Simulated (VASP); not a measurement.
Here is the system:

```yaml
crystal:
  lattice:
    - [1.57737, -2.73208, 0.00000]
    - [1.57737, 2.73208, 0.00000]
    - [0.00000, 0.00000, 3.51197]
  atoms:
    - { symbol: Zr, position: [0.00000, 0.00000, 0.00000] }
    - { symbol: B, position: [0.33333, 0.66667, 0.50000] }
    - { symbol: B, position: [0.66667, 0.33333, 0.50000] }
```

Method: PBEsol GGA, VASP's PBE PAW potentials (set 64) (plane waves; VASP 6.6.1). Settings: 650 eV cut-off, 10×10×8 Γ-centred mesh, first-order Methfessel-Paxton smearing of 0.10 eV, potentials Zr_sv B.

Finite-difference elastic constants of metals are sensitive to mesh and smearing; shear constants can be off by tens of GPa.

### Question
Give the elastic stiffness tensor with the ions relaxed (GPa, in the frame of the cell).

### Answer

```tsv
	xx	yy	zz	yz	xz	xy
xx	584	63.6	126	0.0	0.0	0.0
yy	63.6	584	126	0.0	0.0	0.0
zz	126	126	460	0.0	0.0	0.0
yz	0.0	0.0	0.0	270	0.0	0.0
xz	0.0	0.0	0.0	0.0	270	0.0
xy	0.0	0.0	0.0	0.0	0.0	260
```

### Question
Predict the Hill bulk modulus, Hill shear modulus, Young's modulus, Poisson's ratio.

### Answer

The Hill bulk modulus is 250 GPa and the Hill shear modulus is 245 GPa. The Young's modulus comes out as 5530 kbar. The Poisson's ratio is 0.132.

Measured: C11 568 GPa (computed value off by +2.8 %), C12 57.0 GPa (computed value off by +11.6 %), C13 121 GPa (computed value off by +3.7 %), C33 441 GPa (computed value off by +4.4 %), as given by Yanhui Zhang et al., Acta Materialia (2020), arXiv:1911.03307. The calculation is for a static lattice, while the measured C11, C12, C13, C33 hold thermal and zero-point effects, which are part of the difference.

The compound is ZrB2 in the AlB2 type structure. It was relaxed first.
